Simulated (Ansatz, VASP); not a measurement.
# BN: VASP beside Ansatz, part 3 of 3

Aim: how closely do two programs agree when they are given the same cell, functional and k mesh? The cell is taken from a series of runs on this material, whose earlier steps may have relaxed, scaled, displaced or heated it; both programs get it as it stands.

VASP 6.6.1 and Ansatz 0.2.0.

So far: The starting structure; VASP: zone-centre phonons, PBE.

### Step 3. Ansatz: zone-centre phonons, PBE

Level of this step: Ansatz beside VASP: Kohn-Sham DFT, plane waves, PBE (Ansatz).

Ansatz runs on its default PAW (the set named soft_2) files.

The same cell, functional, mesh and smearing now go to Ansatz, which takes its cutoff from its data sets.

input.yaml

```yaml
crystal:
  lattice:
    - [2.5545414624, 0.0, 0.0]
    - [-1.2772707312, 2.2122978014, 0.0]
    - [0.0, 0.0, 4.224553678]
  atoms:
    - { symbol: B, position: [0.6666666667, 0.3333333333, 0.9998056316] }
    - { symbol: B, position: [0.3333333333, 0.6666666667, 0.4998056316] }
    - { symbol: "N", position: [0.6666666667, 0.3333333333, 0.6251943684] }
    - { symbol: "N", position: [0.3333333333, 0.6666666667, 0.1251943684] }
kpoints:
  mp_grid: { grid: [16, 16, 8] }
hamiltonian:
  xc: pbe
scf:
  occupations: { method: fermi_dirac, width: 0.3 }
  n_extra_bands: 10
output:
  eigenvalues: true
phonons:
  method: dfpt
  qmesh: [2, 2, 2]
  temperatures: { t_max: 1000, t_step: 50 }
  qpath:
    path:
      - [[0.0, 0.0, 0.0], [0.5, 0.0, 0.0], [0.33333333, 0.33333333, 0.0], [0.0, 0.0, 0.0], [0.0, 0.0, 0.5], [0.5, 0.0, 0.5], [0.33333333, 0.33333333, 0.5], [0.0, 0.0, 0.5]]
      - [[0.5, 0.0, 0.5], [0.5, 0.0, 0.0]]
      - [[0.33333333, 0.33333333, 0.5], [0.33333333, 0.33333333, 0.0]]
    npoints: 10
```

Run with:

```console
> ansatz run input.yaml --threads 4 --pin off --max-ram 8192MiB --backend cpu --events-out ev --progress --plain --runs-dir out
```

Numbers of over 12 decimals in the logs are rounded to 6 here.

The log of the run:

```text
Warning: phonons: the dynamical matrix that this run interpolates holds no multipole term above the dipole-dipole one, and a site of this crystal is no centre of inversion, so its interpolated transverse optical and acoustic branches and sound speeds can stay off near Gamma, and the density of states and the thermodynamics with them. What a run solves at a wave vector of phonons.qpoints, Gamma apart, where the deck admits one, is free of this, and under fd what a larger phonons.supercell samples
scf.n_extra_bands = 10 over 8 filled bands (N_el = 16.0): the run solves 18 bands
Engine: ansatz 0.2.0, aarch64-unknown-linux-gnu
Pseudopotentials: kind: paw
Pseudopotential: B, paw, valence charge 3, recommended cutoff 420 eV (normal), B.paw.azcp
Pseudopotential: N, paw, valence charge 5, recommended cutoff 420 eV (normal), N.paw.azcp
Functional definition: PBE
  parameter kappa = 0.804
  parameter beta = 0.066725
  exchange = pbe_x(kappa = kappa, mu = beta*pi^2/3)
  correlation = pbe_c(beta = beta)
Crystal: 4 atoms, lattice volume = 23.875 Å³
Basis set: ecut = 420 eV, 465 PW (Γ), exchange–correlation on 36×36×60 points (8 copies of the dense FFT grid, shifted against one another)
Bands: 18, of which v1, the nominal top of the filled ones, is band 8 counted from 1 (7 counted from 0)
Symmetry: 12 space group operations
k-points: 150 of 2048 (time reversal used)
Non-local potential: B, projectors of the file, l = 0: 2, l = 1: 2, l = 2: 1
Non-local potential: N, projectors of the file, l = 0: 2, l = 1: 2, l = 2: 1
PAW form: soft (Blöchl's): semilocal exchange-correlation on the pseudo side does not see the compensation charge
PAW one-centre angular grid: B, 110 points (default); XC on 64 Gauss nodes
PAW one-centre angular grid: N, 110 points (default); XC on 64 Gauss nodes
Initial density: superposition of atomic densities (neutral atoms: chi_scale 0, normalization atom), corrected by the library's trained network
Initial wavefunctions: pseudopotential atomic-orbital guess
Functional: x = pbe(κ = 0.804, μ = 0.219515), c = pbe(β = 0.066725)
SCF iter   1: F=—  HF=-1084.482504 eV  |F-HF|=—  |Δ(HF+E_count)|=         —  Δρ=2.76e-3  dr2=9.46e-4  ethr=1.77e-3  ⟨swp⟩=4.7  Hψ=12412  notcnv=0
preconditioner: auto → none  [insulator: Δε(μ)=5.288 eV  Ē_g=21.504 eV  σ=0.300 eV  W_gap=1.00  n_scr=2 (ndim 8)  ℏωp=30.4 eV  f_vac=0.000  D(μ)=0.00/eV (n_scr^D=0)  ε∞_Penn≈3.0]
SCF iter   2: F=—  HF=-1084.482763 eV  |F-HF|=—  |Δ(HF+E_count)|=   2.59e-4  Δρ=1.14e-3  dr2=1.36e-4  ethr=5.91e-6  ⟨swp⟩=2.5  Hψ=5163  notcnv=0
SCF iter   3: F=—  HF=-1084.482893 eV  |F-HF|=—  |Δ(HF+E_count)|=   1.31e-4  Δρ=1.43e-4  dr2=1.63e-6  ethr=8.51e-7  ⟨swp⟩=2.7  Hψ=3768  notcnv=0
SCF iter   4: F=—  HF=-1084.482899 eV  |F-HF|=—  |Δ(HF+E_count)|=   6.05e-6  Δρ=2.03e-5  dr2=4.32e-8  ethr=1.02e-8  ⟨swp⟩=2.1  Hψ=3610  notcnv=0
SCF iter   5: F=—  HF=-1084.482899 eV  |F-HF|=—  |Δ(HF+E_count)|=   6.74e-8  Δρ=3.37e-6  dr2=1.09e-9  ethr=2.70e-10  ⟨swp⟩=2.4  Hψ=3621  notcnv=0
SCF iter   6: F=—  HF=-1084.482899 eV  |F-HF|=—  |Δ(HF+E_count)|=   1.53e-9  Δρ=4.79e-7  dr2=2.72e-11  ethr=6.78e-12  ⟨swp⟩=2.4  Hψ=3590  notcnv=0
SCF iter   7: F=-1084.482899 eV  HF=-1084.482899 eV  |F-HF|=2.27e-13  |Δ(HF+E_count)|=  1.09e-11  Δρ=4.78e-8  dr2=2.50e-13  ethr=1.00e-12  ⟨swp⟩=7.9  Hψ=10382  notcnv=0
SCF 1 converged in 7 iterations: F = -1084.482899 eV  dr2 = 2.50e-13
  greatest PAW one-centre occupation: 0.787 electrons in one spin orbital (limit 2), on the N atom at site 3 (counted from 0), in its partial waves of l = 0
Initial density: read from a saved state, or passed on in memory by an earlier SCF of this step, an earlier step, the calling program or the single point that the run made first
iter 1 solved again at ethr=8.20e-9 eV; its pass at ethr=3.10e-3 eV (dr2=1.31e-6 eV) is discarded
SCF iter   1: F=—  HF=-1084.482899 eV  |F-HF|=—  |Δ(HF+E_count)|=         —  Δρ=1.03e-7  dr2=8.04e-13  ethr=8.20e-9  ⟨swp⟩=3.5  Hψ=19651  notcnv=0
eigensolver tolerance schedule: the retry pair's looser diagonalisation over-reported the residual by 1632724.23 of it (diagonalisation noise at an unbounded share of the residual, at the tolerance the schedule requests for it); recorded, not acted on — ethr = c·dr2/N_el stays at c = 1.0e-1
preconditioner: auto → none  [insulator: Δε(μ)=5.303 eV  Ē_g=21.512 eV  σ=0.300 eV  W_gap=1.00  n_scr=2 (ndim 8)  ℏωp=30.4 eV  f_vac=0.000  D(μ)=0.00/eV (n_scr^D=0)  ε∞_Penn≈3.0]
iter 2 did not close the SCF: its close was put off for the readings that it lacked (scf_convergence_deferred on its scf_iter line)
SCF iter   2: F=-1084.482899 eV  HF=-1084.482899 eV  |F-HF|=2.27e-13  |Δ(HF+E_count)|=  6.32e-10  Δρ=5.16e-8  dr2=2.89e-13  ethr=1.00e-12  ⟨swp⟩=2.1  Hψ=3946  notcnv=0
iter 3 did not close the SCF: its close was put off for the readings that it lacked (scf_convergence_deferred on its scf_iter line)
[...]
iter 4 did not close the SCF: its close was put off for the readings that it lacked (scf_convergence_deferred on its scf_iter line)
SCF iter   4: F=-1084.482899 eV  HF=-1084.482899 eV  |F-HF|=0.00e0  |Δ(HF+E_count)|=  4.55e-13  Δρ=2.04e-9  dr2=6.19e-16  ethr=1.00e-12  ⟨swp⟩=1.0  Hψ=2700  notcnv=0
[...]
NSCF: frozen V_eff on 1108 k-points
DFPT response loops at q = (0, -0.5, -0.5) (fractional): mixed as the last ones told, above
SCF converged after 7 iterations
Free energy (F): -1084.482899 eV
Harris-Foulkes:  -1084.482899 eV  (|F-HF|=2.27e-13)
Internal energy: -1084.482862 eV  (E = F + TS)
E sigma→0 (E₀):  -1084.482881 eV
Entropy (-TS):   -0.000037 eV (-0.009 meV/atom)
Fermi energy:    13.950653 eV
--- Per-component energies (eV) ---
  E_band       = 51.047686
  E_kinetic    = 370.151260
  E_local      = -354.555293  (includes V_loc(G=0)·N_el)
  E_nonlocal   = 113.041981
  E_hartree    = 99.653755
  E_xc         = -186.645768
  E_vxc        = -232.138168  (∫ρ·V_xc dr)
  E_paw        = -412.786940  (= ΣΔE_a)
  E_vpaw       = -44.759808  (= ΣTr[D̂ρ^β])
  E_aug_tail   = 0.000203  (compensation charges beyond the density's cutoff)
  E_ewald      = -713.342060
  E_smearing   = -0.000037  (= −TS)
  E_closure    = 0.000000  (closes the sum)
  Σ components = -1084.482899   (vs F -1084.482899, Δ=0.00e0)
--- Band table (eV; the first three rows and the last of 150) ---
  k-point 0: bands = [... 4 lower, 9.0629, 10.9047, 11.1651, 11.1651, 19.5102, 19.5102, 19.7232, 20.5631, ... 6 higher]
  k-point 1: bands = [... 4 lower, 9.1285, 10.3853, 11.0646, 11.0646, 19.6224, 19.6224, 19.9534, 20.5627, ... 6 higher]
  k-point 2: bands = [... 4 lower, 9.3206, 9.3206, 10.7921, 10.7921, 19.9444, 19.9444, 20.3371, 20.5635, ... 6 higher]
  k-point 149: bands = [... 4 lower, 3.6852, 3.6852, 8.1512, 8.1512, 20.2996, 20.2996, 21.4817, 21.4817, ... 6 higher]
--- Phonons (Γ-DFPT): 4 representative perturbations + reference (Σ response iterations 12) ---
  ASR residual: 2.117e-5 → 0.000e0 eV/Å²; symmetrization residual: 8.919e-6 eV/Å²
  ASR residual per site (eV/Å²): 2.18e-6 2.18e-6 2.12e-5 2.12e-5
  Γ frequencies (cm⁻¹): 0.00 0.00 0.00 471.78 471.78 939.20 939.20 949.35 1006.03 1039.94 1039.94 1109.98
  Unit cell's response to a homogeneous field, on a k mesh of 16×16×8: 2 representative field directions (Σ response iterations 13)
  ε∞ (high-frequency dielectric tensor):
        4.568278     0.000000     0.000000
        0.000000     4.568278     0.000000
        0.000000     0.000000     4.731971
  ε⁰ (static dielectric tensor): not given — the deck does not say what the cell's rigid motions are, and on a molecule in a box or a wire the rigid rotations would enter the sum over the modes at Γ. For a crystal or a slab, whose only rigid motions are the translations, set phonons.rigid_motions: translations.
  Born effective charges Z* (e; rows j = field, columns β = displacement):
    site 0:
         1.85035   -0.00000    0.00000
         0.00000    1.85035   -0.00000
        -0.00000    0.00000    1.94957
    site 1:
         1.85035    0.00000    0.00000
         0.00000    1.85035    0.00000
         0.00000   -0.00000    1.94957
    site 2:
        -1.85035   -0.00000   -0.00000
         0.00000   -1.85035    0.00000
        -0.00000    0.00000   -1.94957
    site 3:
        -1.85035    0.00000    0.00000
         0.00000   -1.85035   -0.00000
         0.00000   -0.00000   -1.94957
  Z* charge neutrality: 3.878e-5 e pre-enforcement
  k-mesh period / interband length: 33.8 Å / 1.44 Å = 23.45 at k = (0.0000, 0.0000, 0.0000), direct gap 8.345 eV — 14 or more, which is no proof of convergence
  optical modes at Γ without the LO–TO term, one row a degenerate level:
      ω (cm⁻¹)  modes    IR ((D/Å)²/amu)
        471.78      2             0.0000
        939.20      2             0.0000
        949.35      1             0.0000
       1006.03      1            28.7442
       1039.94      2            51.7858
       1109.98      1             0.0000
  optical modes at Γ + LO–TO along q̂ = [1.0000, 0.0000, 0.0000]:
      ω (cm⁻¹)  modes    IR ((D/Å)²/amu)
        471.78      2             0.0000
        939.20      2             0.0000
        949.35      1             0.0000
[...]
optical modes at Γ + LO–TO along q̂ = [0.0000, 1.0000, 0.0000]:
      ω (cm⁻¹)  modes    IR ((D/Å)²/amu)
[...]
1109.98      1             0.0000
       1260.09      1            25.8929
  optical modes at Γ + LO–TO along q̂ = [0.0000, 0.0000, 1.0000]:
      ω (cm⁻¹)  modes    IR ((D/Å)²/amu)
        471.78      2             0.0000
        939.20      2             0.0000
        949.35      1             0.0000
       1039.94      2            51.7858
       1109.98      1             0.0000
       1246.90      1            28.7442
--- Phonons (arbitrary-q DFPT): 4 irreducible q on the 2×2×2 mesh ---
  q = [0.0000, 0.0000, 0.0000] (star 1, of the zone-centre solve; hermiticity 4.86e-7, symmetrization 4.07e-15): -0.00 -0.00 -0.00 471.78 471.78 939.20 939.20 949.35 1006.03 1039.94 1039.94 1109.98
  q = [0.0000, 0.0000, -0.5000] (star 1, 4 solved perturbations in 1534 linear systems a pass and spin channel, the states on 554 of 2048 k-point pairs; hermiticity 3.61e-7, symmetrization 2.57e-11): 339.67 339.67 339.67 339.67 625.05 625.05 991.87 991.87 991.87 991.87 1210.33 1210.33
  q = [0.0000, -0.5000, 0.0000] (star 3, 6 solved perturbations on 554 of 2048 k-point pairs; hermiticity 5.67e-8, symmetrization 2.38e-15): 477.82 596.36 683.89 825.18 858.81 862.91 874.10 934.43 977.42 998.86 1075.04 1109.08
  q = [0.0000, -0.5000, -0.5000] (star 3, 6 solved perturbations on 554 of 2048 k-point pairs; hermiticity 5.61e-8, symmetrization 3.21e-15): 585.87 585.87 615.49 615.49 884.13 884.13 929.65 929.65 994.72 994.72 1132.11 1132.11
  sum rule: each row above includes the acoustic sum rule's correction from the zone centre's row sums; it moved no ω² by more than (0.64 cm⁻¹)²
  mesh force constants: q→R imaginary residual 3.83e-18; ASR residual 2.117e-5 → 0.000e0 eV/Å²; symmetrization residual 3.908e-14 eV/Å²
  interpolated dispersion: 94 rows × 12 modes
  density of states and harmonic sums: on the 28×28×16 q-mesh, interpolated from the force constants of a 2×2×2 supercell (with the dipole–dipole term)
  largest difference from the sums on the solved wave vectors: F 1.86e-2 eV, S 5.18e-5 and C_V 3.14e-5 eV/K
  zero-point energy: 0.618880 eV/cell   skipped modes (ω ≤ 0): 3   left out of the sums: 1.99e-5 of the cell's modes: C_V's classical limit lies that fraction below 3 k_B per atom; for a crystal, a wire or a layer, F and S can be off by more, and a phonons.interpolated_qmesh denser along its periods is the remedy for the sampling
```

In the SCF lines HF is the Harris–Foulkes energy and dr2 the Hartree energy of the density residual, in eV; the loop may stop once dr2 is under the threshold and the program's other checks hold. Hψ counts applications of the Hamiltonian.

### Step 4. Differences

Known differences besides the potentials themselves: VASP's run holds the zone centre alone; the cutoff is 420 eV in Ansatz and 600 eV in VASP. Total energies have different zeros and are not compared.

Both answers:

```csv
quantity,Ansatz,VASP,difference
ε∞ xx,4.57,4.57,+0.00 %
ε∞ yy,4.57,4.57,+0.00 %
ε∞ zz,4.73,4.73,+0.02 %
Born charge of B1 (mean of the diagonal) (e),1.88,1.88,0.00
Born charge of N3 (mean of the diagonal) (e),-1.88,-1.88,0.00
optical mode 1 to 2 (cm⁻¹),471.8,472.1,-0.08 %
optical mode 3 to 4 (cm⁻¹),939.2,943.5,-0.45 %
optical mode 5 (cm⁻¹),949.4,954.4,-0.53 %
optical mode 6 (cm⁻¹),1006.0,1009.2,-0.31 %
optical mode 7 to 8 (cm⁻¹),1039.9,1043.3,-0.32 %
optical mode 9 (cm⁻¹),1110.0,1111.2,-0.11 %
```

Modes are paired by rising frequency, not by their patterns, so a pair may set unlike modes beside each other; they are those without the splitting of longitudinal modes.

### Step 5. Summary of results

* r.m.s. difference of the optical zone-centre modes, each program's sorted by frequency (zone-centre phonons, PBE): 3.3 cm⁻¹
* difference in optical mode 5 (zone-centre phonons, PBE): -0.5 %

The r.m.s. difference of the optical zone-centre modes, each program's sorted by frequency is 3.3 cm⁻¹ (zone-centre phonons, PBE). Among the rows given in per cent, the largest difference of the zone-centre phonons, PBE pair is in optical mode 5, -0.5 %. Such differences can come from data sets, numerical settings and the points named under the comparisons, not from the functional's error against experiment.

[Lines on the potential files, build, host, timing and source positions are cut from VASP's logs without a mark.]

[Logs are printed without paths, hosts, clocks, repeated set-up lines and the standing remarks that a program may print on its own settings, such as how far it seeks lower states.]

[Hosts, paths, dates, database ids (printed as entryN), source tags and the programs' standing remarks are cut or masked in the printed files.]
